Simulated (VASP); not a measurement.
**Moving the functional in NaSb2Au**

It takes space group P-3m1 (No. 164, trigonal). Conventional cell: a = 4.357 Å, b = 4.357 Å, c = 6.818 Å, α = 90.00°, β = 90.00°, γ = 120.00°. Na (site symmetry -3m) is surrounded by 6 Sb at 3.31 Å and 2 Au at 3.41 Å. Around Sb (site symmetry 3m) lie 3 Au at 2.81 Å. Au (site symmetry -3m) has 6 Sb at 2.81 Å as nearest neighbours.

The cell comes from a database or a generator and needn't be the stable form of this composition.

Kept alike: task band structure; k mesh 5 × 5 × 3; occupations fermi-dirac, width 0.05 eV; no spin polarisation. Program: VASP, PBE PAW files Au, Na_pv, Sb, 520 eV. The mesh is that of the run's cell of 4 atoms. No spin-orbit coupling.

| functional | pressure (GPa) |
| --- | --- |
| SCAN | -3.23 |
| TPSS | -0.84 |
| r2SCAN | -1.57 |

Pressure is positive in compression; the values hold the error of the finite cutoff, so their zero can differ a little from the energy's minimum. For a metal such a mesh leaves the last digits unconverged. Runs of this series that gave no sound value for these columns are left out. All rows use potentials made for PBE.

The pressure runs from -3.23 (SCAN) to -0.84 GPa (TPSS). A positive pressure means that the functional's own cell is larger than the one given, a negative one that it is smaller.
